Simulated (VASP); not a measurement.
# LaCoPO: the relaxed cell at several levels of theory, part 2 of 3

Aim: relax LaCoPO at several levels of theory and compare the cells. The starting structure is a computed structure from the Materials Project. The first relaxation on each setting starts from this cell expanded by 3 % in volume.

VASP 6.6.1.

Results so far: PBEsol 15.79 Å³ an atom.

**3. Relaxation with LDA**

Level of this step: LDA, spin-polarised from a ferromagnetic start; plane waves and PAW (La, Co, P, O) (VASP).

LDA, the lowest rung, knows the local density alone. This run starts from the cell of an earlier relaxation, which isn't shown; the restart sets up the plane waves anew.

The input, INCAR:

```
SYSTEM = LaCoPO
PREC = Accurate
ENCUT = 520
EDIFF = 1E-06
NELM = 150
ISMEAR = 0
SIGMA = 0.05
LREAL = .FALSE.
ALGO = Normal
GGA = CA
NBANDS = 46
ISPIN = 2
MAGMOM = 0 0 2 2 0 0 0 0
LASPH = .TRUE.
LMAXMIX = 6
AMIX = 0.2
BMIX = 1E-04
AMIX_MAG = 0.8
BMIX_MAG = 1E-04
LORBIT = 11
LWAVE = .FALSE.
LCHARG = .FALSE.
KPAR = 8
IBRION = 2
NSW = 50
ISIF = 3
EDIFFG = -0.006
```

The input, POSCAR:

```
LaCoPO
1.0
    3.8491402581      0.0000000000      0.0000000000
    0.0000000000      3.8491402581      0.0000000000
    0.0000000000      0.0000000000      8.3155917150
La Co P O
2 2 2 2
Direct
    0.5000000000      0.0000000000      0.1537512328
    0.0000000000      0.5000000000      0.8462487672
    0.0000000000      0.0000000000      0.5000000000
    0.5000000000      0.5000000000      0.5000000000
    0.0000000000      0.5000000000      0.3729025247
    0.5000000000      0.0000000000      0.6270974753
    0.5000000000      0.5000000000      0.0000000000
    0.0000000000      0.0000000000      0.0000000000
```

The input, KPOINTS:

```
Automatic mesh
0
Gamma
8 8 4
0 0 0
```

Potentials, in the order of the species: La, Co, P and O (LDA family, release 64).

Command:

```bash
mpirun -np 8 vasp_std
```

The log of the run:

```text
[banner, memory and clock lines left out]
running    8 mpi-ranks, on    1 nodes
[...]
[... a notice as in an earlier step ...]

 LDA part: xc-table for (Slater(with rela. corr.)+CA(PZ))
 , standard interpolation
 POSCAR, INCAR and KPOINTS ok, starting setup
[...]
entering main loop
       N       E                     dE             d eps       ncg     rms          rms(c)
DAV:   1     0.637262266628E+03    0.63726E+03   -0.23078E+04  8606   0.202E+03
DAV:   2     0.104844023808E+03   -0.53242E+03   -0.47247E+03  9054   0.373E+02
DAV:   3    -0.538801516873E+02   -0.15872E+03   -0.14668E+03 11468   0.195E+02
DAV:   4    -0.766091257986E+02   -0.22729E+02   -0.21448E+02 14400   0.797E+01
[...]
DAV:  17    -0.675626334443E+02    0.98152E-05   -0.13205E-04 14528   0.619E-02    0.175E-02
DAV:  18    -0.675626323847E+02    0.10596E-05   -0.23570E-05 15576   0.334E-02    0.914E-03
DAV:  19    -0.675626314640E+02    0.92063E-06   -0.23696E-06  9768   0.145E-02
   1 F= -.67562631E+02 E0= -.67560614E+02  d E =-.675626E+02  mag=     0.4799
[... from here on, the cycles between the ionic steps are left out ...]
   2 F= -.67562633E+02 E0= -.67560627E+02  d E =-.123552E-05  mag=     0.4801
   3 F= -.67562646E+02 E0= -.67560635E+02  d E =-.143431E-04  mag=     0.4800
   4 F= -.67562646E+02 E0= -.67560630E+02  d E =-.146966E-04  mag=     0.4800
   5 F= -.67562646E+02 E0= -.67560637E+02  d E =-.144575E-04  mag=     0.4799
   6 F= -.67562646E+02 E0= -.67560633E+02  d E =-.143241E-04  mag=     0.4799
   7 F= -.67562646E+02 E0= -.67560635E+02  d E =-.143557E-04  mag=     0.4799
   8 F= -.67562656E+02 E0= -.67560661E+02  d E =-.994940E-05  mag=     0.4793
 trial-energy change:   -0.000010  1 .order   -0.000011   -0.000018   -0.000003
 step:   1.0462(harm=  1.0462)  dis= 0.00087  next Energy=   -67.562657 (dE=-0.107E-04)
 reached required accuracy - stopping structural energy minimisation
```

Wall time 2.1 min (8 MPI ranks of AMD EPYC 9R45, shared host); peak memory 4.1 GiB.

Parts of OUTCAR (step 3):

```text
  Total        0.0058940      0.0058940     -0.0120844      0.0000000      0.0000000      0.0000000
  in kB        0.0766339      0.0766339     -0.1571219      0.0000000      0.0000000      0.0000000
  external PRESSURE =      -0.0012847 kB  Pullay stress =       0.0000000 kB

 POSITION                                       TOTAL-FORCE (eV/Angst)
 -----------------------------------------------------------------------------------
      1.92478      0.00000      1.27850         0.000000     -0.000000     -0.001679
     -0.00000      1.92478      7.03678        -0.000000     -0.000000      0.001679
     -0.00000      3.84956      4.15764         0.000000      0.000000     -0.000000
      1.92478      1.92478      4.15764         0.000000     -0.000000     -0.000000
     -0.00000      1.92478      3.09963         0.000000     -0.000000     -0.000688
      1.92478      0.00000      5.21566        -0.000000      0.000000      0.000688
      1.92478      1.92478      8.31529         0.000000     -0.000000     -0.000000
      0.00000      0.00000     -0.00000         0.000000     -0.000000     -0.000000
 -----------------------------------------------------------------------------------
    total drift:                                0.000000      0.000000      0.000000

  FREE ENERGIE OF THE ION-ELECTRON SYSTEM (eV)
  ---------------------------------------------------
  free  energy   TOTEN  =       -67.5626557691 eV

  energy  without entropy=      -67.5586656574  energy(sigma->0) =      -67.56066071

 magnetization (x)
# of ion       s       p       d       f       tot
--------------------------------------------------
    1       -0.000   0.000  -0.002  -0.002  -0.004
    2       -0.000   0.000  -0.002  -0.002  -0.004
    3        0.006  -0.001   0.258   0.000   0.263
    4        0.006  -0.001   0.258   0.000   0.263
    5       -0.000  -0.002   0.000   0.000  -0.002
    6       -0.000  -0.002   0.000   0.000  -0.002
    7       -0.000  -0.001   0.000   0.000  -0.001
    8       -0.000  -0.001   0.000   0.000  -0.001
--------------------------------------------------
tot          0.012  -0.009   0.512  -0.004   0.511

[... 2 parts as in an earlier step ...]

[... 2 further parts left out ...]
[key lines of the parts left out:]
E-fermi :   8.9885
```

With LDA the relaxed cell holds 15.403 Å³ an atom, -6.41 % against the starting cell, with a = 3.850 Å and c = 8.315 Å. That is -2.44 % from PBEsol.

**4. Relaxation with PBE**

PBE, the usual starting point, adds the gradient of the density. This run starts from the cell of an earlier relaxation, which isn't shown; the restart sets up the plane waves anew.

Changes to INCAR since step 3:

```diff
@@ -9,3 +9,3 @@
 ALGO = Normal
-GGA = CA
+GGA = PE
 NBANDS = 46
```

The input, POSCAR:

```
LaCoPO
1.0
    3.9523306470      0.0000000000      0.0000000000
    0.0000000000      3.9523306470      0.0000000000
    0.0000000000      0.0000000000      8.4328955543
La Co P O
2 2 2 2
Direct
    0.5000000000      0.0000000000      0.1516425232
    0.0000000000      0.5000000000      0.8483574768
    0.0000000000      0.0000000000      0.5000000000
    0.5000000000      0.5000000000      0.5000000000
    0.0000000000      0.5000000000      0.3745265855
    0.5000000000      0.0000000000      0.6254734145
    0.5000000000      0.5000000000      0.0000000000
    0.0000000000      0.0000000000      0.0000000000
```

KPOINTS is that of step 3.

The projector-augmented-wave data sets are La, Co, P and O (PBE family, release 64).

Command:

```bash
mpirun -np 8 vasp_std
```

The log of the run:

```text
[banner, memory and clock lines left out]
running    8 mpi-ranks, on    1 nodes
[...]
[... a notice as in an earlier step ...]

 LDA part: xc-table for (Slater+PW92), standard interpolation
 POSCAR, INCAR and KPOINTS ok, starting setup
[...]
entering main loop
       N       E                     dE             d eps       ncg     rms          rms(c)
DAV:   1     0.645184139328E+03    0.64518E+03   -0.23136E+04  8484   0.196E+03
DAV:   2     0.110051376757E+03   -0.53513E+03   -0.47703E+03  9100   0.364E+02
DAV:   3    -0.464781210198E+02   -0.15653E+03   -0.14533E+03 11176   0.192E+02
DAV:   4    -0.693091947511E+02   -0.22831E+02   -0.21593E+02 14604   0.776E+01
[...]
DAV:  17    -0.604714072246E+02    0.23921E-05   -0.46414E-05 14080   0.456E-02    0.153E-02
DAV:  18    -0.604714076454E+02   -0.42081E-06   -0.17354E-05 15672   0.280E-02    0.651E-03
DAV:  19    -0.604714073591E+02    0.28628E-06   -0.18331E-06  9328   0.125E-02
   1 F= -.60471407E+02 E0= -.60469608E+02  d E =-.604714E+02  mag=     1.1005
[...]
reached required accuracy - stopping structural energy minimisation
```

Elapsed: 54 s, on 8 MPI ranks; peak memory 4.6 GiB.

OUTCAR, selected parts (step 4):

```text
  Total        0.0286497      0.0286497      0.0138675      0.0000000      0.0000000      0.0000000
  in kB        0.3484556      0.3484556      0.1686647      0.0000000      0.0000000      0.0000000
  external PRESSURE =       0.2885253 kB  Pullay stress =       0.0000000 kB

 POSITION                                       TOTAL-FORCE (eV/Angst)
 -----------------------------------------------------------------------------------
      1.97617      0.00000      1.27879        -0.000000      0.000000     -0.003425
      0.00000      1.97617      7.15411         0.000000      0.000000      0.003425
      0.00000      0.00000      4.21645        -0.000000      0.000000      0.000000
      1.97617      1.97617      4.21645         0.000000     -0.000000      0.000000
      0.00000      1.97617      3.15834         0.000000      0.000000     -0.003364
      1.97617      0.00000      5.27455         0.000000      0.000000      0.003364
      1.97617      1.97617      0.00000        -0.000000     -0.000000      0.000000
      0.00000      0.00000      0.00000         0.000000      0.000000      0.000000
 -----------------------------------------------------------------------------------
    total drift:                                0.000000      0.000000      0.000000

  FREE ENERGIE OF THE ION-ELECTRON SYSTEM (eV)
  ---------------------------------------------------
  free  energy   TOTEN  =       -60.4714073591 eV

  energy  without entropy=      -60.4678085538  energy(sigma->0) =      -60.46960796

 magnetization (x)
# of ion       s       p       d       f       tot
--------------------------------------------------
    1       -0.000   0.000   0.000  -0.000   0.000
    2       -0.000   0.000   0.000  -0.000   0.000
    3        0.010   0.003   0.545   0.000   0.558
    4        0.010   0.003   0.545   0.000   0.558
    5        0.000   0.004   0.000   0.000   0.004
    6        0.000   0.004   0.000   0.000   0.004
    7       -0.000  -0.000   0.000   0.000  -0.000
    8       -0.000  -0.000   0.000   0.000  -0.000
--------------------------------------------------
tot          0.020   0.013   1.092  -0.001   1.123

[... 2 parts as in an earlier step ...]

[... 2 further parts left out ...]
[key lines of the parts left out:]
E-fermi :   8.4904
```

With PBE the relaxed cell holds 16.466 Å³ an atom, +0.05 % against the starting cell, with a = 3.952 Å and c = 8.433 Å. That is +4.30 % from PBEsol.

**5. Relaxation with PBEsol + D3(BJ)**

D3 with Becke-Johnson damping keeps a finite attraction at short range. This run starts from the cell of an earlier relaxation, which isn't shown; the restart sets up the plane waves anew.

Changes to INCAR since step 4:

```diff
@@ -9,3 +9,4 @@
 ALGO = Normal
-GGA = PE
+GGA = PS
+IVDW = 12
 NBANDS = 46
```

The input, POSCAR:

```
LaCoPO
1.0
    3.8546646393      0.0000000000      0.0000000000
    0.0000000000      3.8546646393      0.0000000000
    0.0000000000      0.0000000000      8.2174625122
La Co P O
2 2 2 2
Direct
    0.5000000000      0.0000000000      0.1551456027
    0.0000000000      0.5000000000      0.8448543973
    0.0000000000      0.0000000000      0.5000000000
    0.5000000000      0.5000000000      0.5000000000
    0.0000000000      0.5000000000      0.3699751344
    0.5000000000      0.0000000000      0.6300248656
    0.5000000000      0.5000000000      0.0000000000
    0.0000000000      0.0000000000      0.0000000000
```

KPOINTS is that of step 4.

Command:

```bash
mpirun -np 8 vasp_std
```

The log of the run:

```text
[banner, memory and clock lines left out]
running    8 mpi-ranks, on    1 nodes
[...]
[... a notice as in an earlier step ...]

 [... a notice as in an earlier step ...]

 LDA part: xc-table for (Slater+PW92), standard interpolation
 POSCAR, INCAR and KPOINTS ok, starting setup
[...]
entering main loop
       N       E                     dE             d eps       ncg     rms          rms(c)
DAV:   1     0.641888928617E+03    0.64189E+03   -0.22961E+04  8532   0.200E+03
DAV:   2     0.105871779388E+03   -0.53602E+03   -0.47447E+03  9008   0.370E+02
DAV:   3    -0.524197967842E+02   -0.15829E+03   -0.14621E+03 11414   0.194E+02
DAV:   4    -0.742449333119E+02   -0.21825E+02   -0.20709E+02 14618   0.792E+01
[...]
DAV:  20    -0.643464672646E+02   -0.51353E-05   -0.23036E-05 14312   0.222E-02    0.673E-03
DAV:  21    -0.643464683560E+02   -0.10914E-05   -0.65601E-06 12840   0.135E-02    0.394E-03
DAV:  22    -0.643464689248E+02   -0.56884E-06   -0.63860E-06 13920   0.106E-02
   1 F= -.67289270E+02 E0= -.67287390E+02  d E =-.672893E+02  mag=     0.7308
[...]
reached required accuracy - stopping structural energy minimisation
```

Wall time 62 s (8 MPI ranks); peak memory 4.5 GiB; 8.2 min of CPU time.

From OUTCAR (step 5):

```text
 Edisp (eV)   -2.94280

  Total       0.03709     0.03709     0.04649     0.00000     0.00000     0.00000
  in kB       0.48665     0.48665     0.61006     0.00000     0.00000     0.00000
  external pressure =        0.53 kB  Pullay stress =        0.00 kB

 POSITION                                       TOTAL-FORCE (eV/Angst)
 -----------------------------------------------------------------------------------
      1.92733      0.00000      1.27490         0.000000      0.000000      0.002995
      0.00000      1.92733      6.94256         0.000000      0.000000     -0.002995
      0.00000      0.00000      4.10873        -0.000000      0.000000      0.000000
      1.92733      1.92733      4.10873        -0.000000      0.000000      0.000000
      0.00000      1.92733      3.04026        -0.000000      0.000000      0.004449
      1.92733      0.00000      5.17721        -0.000000      0.000000     -0.004449
      1.92733      1.92733      0.00000        -0.000000      0.000000      0.000000
      0.00000      0.00000      0.00000        -0.000000     -0.000000      0.000000
 -----------------------------------------------------------------------------------
    total drift:                                0.000000      0.000000      0.000000

  FREE ENERGIE OF THE ION-ELECTRON SYSTEM (eV)
  ---------------------------------------------------
  free  energy   TOTEN  =       -67.2892698204 eV

  energy  without entropy=      -67.2855103893  energy(sigma->0) =      -67.28739010

 magnetization (x)
# of ion       s       p       d       f       tot
--------------------------------------------------
    1       -0.000   0.000  -0.002  -0.002  -0.005
    2       -0.000   0.000  -0.002  -0.002  -0.005
    3        0.008  -0.002   0.394   0.000   0.399
    4        0.008  -0.002   0.394   0.000   0.399
    5        0.000  -0.002   0.000   0.000  -0.002
    6        0.000  -0.002   0.000   0.000  -0.002
    7       -0.000  -0.002   0.000   0.000  -0.002
    8       -0.000  -0.002   0.000   0.000  -0.002
--------------------------------------------------
tot          0.015  -0.011   0.783  -0.005   0.782

[... 2 parts as in an earlier step ...]

[... 2 further parts left out ...]
[key lines of the parts left out:]
E-fermi :   9.1384
```

With PBEsol + D3(BJ) the relaxed cell holds 15.262 Å³ an atom, -7.26 % against the starting cell, with a = 3.855 Å and c = 8.217 Å. That is -3.33 % from PBEsol.

**6. Relaxation with r2SCAN**

r2SCAN adds the kinetic-energy density, costs more than a GGA and is run with LASPH. This run starts from the cell of an earlier relaxation, which isn't shown and was stopped at its time limit.

Changes to INCAR since step 5:

```diff
@@ -9,4 +9,4 @@
 ALGO = Normal
-GGA = PS
-IVDW = 12
+METAGGA = R2SCAN
+LASPH = .TRUE.
 NBANDS = 46
@@ -14,3 +14,2 @@
 MAGMOM = 0 0 2 2 0 0 0 0
-LASPH = .TRUE.
 LMAXMIX = 6
```

The input, POSCAR:

```
LaCoPO
1.0
    3.9429763381      0.0000000000      0.0000000000
    0.0000000000      3.9429763381      0.0000000000
    0.0000000000      0.0000000000      8.3893429069
La Co P O
2 2 2 2
Direct
    0.5000000000      0.0000000000      0.1518332807
    0.0000000000      0.5000000000      0.8481667193
    0.0000000000      0.0000000000      0.5000000000
    0.5000000000      0.5000000000      0.5000000000
    0.0000000000      0.5000000000      0.3776236893
    0.5000000000      0.0000000000      0.6223763107
    0.5000000000      0.5000000000      0.0000000000
    0.0000000000      0.0000000000      0.0000000000
```

KPOINTS is that of step 5.

Command:

```bash
mpirun -np 8 vasp_std
```

The log of the run:

```text
[banner, memory and clock lines left out]
running    8 mpi-ranks, on    1 nodes
[...]
[... a notice as in an earlier step ...]

 [... a notice as in an earlier step ...]

 LDA part: xc-table for (None), standard interpolation
 POSCAR, INCAR and KPOINTS ok, starting setup
[...]
entering main loop
       N       E                     dE             d eps       ncg     rms          rms(c)
DAV:   1     0.590321875556E+03    0.59032E+03   -0.23726E+04  8474   0.201E+03
DAV:   2     0.307850770651E+02   -0.55954E+03   -0.49891E+03  9144   0.377E+02
DAV:   3    -0.134745783011E+03   -0.16553E+03   -0.15416E+03 11416   0.199E+02
DAV:   4    -0.157661610920E+03   -0.22916E+02   -0.21729E+02 14824   0.816E+01
[...]
DAV:  22    -0.132833471667E+03   -0.38471E-04   -0.34199E-04 13632   0.555E-02    0.127E-02
DAV:  23    -0.132833474094E+03   -0.24268E-05   -0.35363E-05 11448   0.218E-02    0.859E-03
DAV:  24    -0.132833473405E+03    0.68866E-06   -0.62883E-06 10264   0.111E-02
   1 F= -.13283347E+03 E0= -.13283199E+03  d E =-.132833E+03  mag=     1.3167
[... from here on, the cycles between the ionic steps are left out ...]
   2 F= -.13283345E+03 E0= -.13283198E+03  d E =0.265724E-04  mag=     1.3198
   3 F= -.13283356E+03 E0= -.13283208E+03  d E =-.866645E-04  mag=     1.3183
   4 F= -.13283356E+03 E0= -.13283209E+03  d E =-.891834E-04  mag=     1.3184
   5 F= -.13283354E+03 E0= -.13283207E+03  d E =-.685474E-04  mag=     1.3191
   6 F= -.13283356E+03 E0= -.13283209E+03  d E =-.858581E-04  mag=     1.3187
   7 F= -.13283356E+03 E0= -.13283209E+03  d E =-.874364E-04  mag=     1.3186
   8 F= -.13283356E+03 E0= -.13283209E+03  d E =-.890591E-04  mag=     1.3185
   9 F= -.13283356E+03 E0= -.13283209E+03  d E =-.895104E-04  mag=     1.3185
  10 F= -.13283357E+03 E0= -.13283210E+03  d E =-.439928E-05  mag=     1.3192
 trial-energy change:   -0.000004  1 .order   -0.000005   -0.000007   -0.000003
 step:   1.7425(harm=  1.7425)  dis= 0.00061  next Energy=  -132.833570 (dE=-0.680E-05)
 reached required accuracy - stopping structural energy minimisation
```

The job ended after 13 min (8 MPI ranks; peak memory 4.9 GiB; 1.6 h of CPU time).

From OUTCAR (step 6):

```text
  Total       -0.0047577     -0.0047577      0.0106065      0.0000000     -0.0000000      0.0000000
  in kB       -0.0583852     -0.0583852      0.1301588      0.0000000     -0.0000000      0.0000000
  external PRESSURE =       0.0044628 kB  Pullay stress =       0.0000000 kB

 POSITION                                       TOTAL-FORCE (eV/Angst)
 -----------------------------------------------------------------------------------
      1.97206      0.00000      1.27490         0.000000     -0.000000     -0.003786
      3.94411      1.97206      7.11794         0.000000      0.000000      0.003786
      0.00000      0.00000      4.19642         0.000000     -0.000000      0.000000
      1.97206      1.97206      4.19642         0.000000      0.000000      0.000000
      0.00000      1.97206      3.16957        -0.000000      0.000000      0.003499
      1.97206      0.00000      5.22327        -0.000000     -0.000000     -0.003499
      1.97206      1.97206     -0.00000         0.000000     -0.000000      0.000000
      0.00000      3.94411      8.39284        -0.000000      0.000000      0.000000
 -----------------------------------------------------------------------------------
    total drift:                                0.000000      0.000000      0.000000

  FREE ENERGIE OF THE ION-ELECTRON SYSTEM (eV)
  ---------------------------------------------------
  free  energy   TOTEN  =      -132.8335673147 eV

  energy  without entropy=     -132.8306259128  energy(sigma->0) =     -132.83209661

 magnetization (x)
# of ion       s       p       d       f       tot
--------------------------------------------------
    1       -0.000   0.000   0.001  -0.001  -0.000
    2       -0.000   0.000   0.001  -0.001  -0.000
    3        0.012   0.002   0.672   0.000   0.686
    4        0.012   0.002   0.672   0.000   0.686
    5        0.002   0.007   0.000   0.000   0.009
    6        0.002   0.007   0.000   0.000   0.009
    7       -0.000   0.000   0.000   0.000  -0.000
    8       -0.000   0.000   0.000   0.000  -0.000
--------------------------------------------------
tot          0.027   0.018   1.345  -0.001   1.389

[... 2 parts as in an earlier step ...]

[... 2 further parts left out ...]
[key lines of the parts left out:]
E-fermi :   8.5691
```

With r2SCAN the relaxed cell holds 16.320 Å³ an atom, -0.84 % against the starting cell, with a = 3.944 Å and c = 8.393 Å. That is +3.37 % from PBEsol.

(Part 2 of 3 ends here.)

[Lines on the potential files, build, host, timing and source positions are cut from VASP's logs without a mark.]

[Logs are printed without paths, hosts, clocks, repeated set-up lines and the standing remarks that a program may print on its own settings, such as how far it seeks lower states.]

[Hosts, paths, dates, database ids (printed as entryN), source tags and the programs' standing remarks are cut or masked in the printed files.]
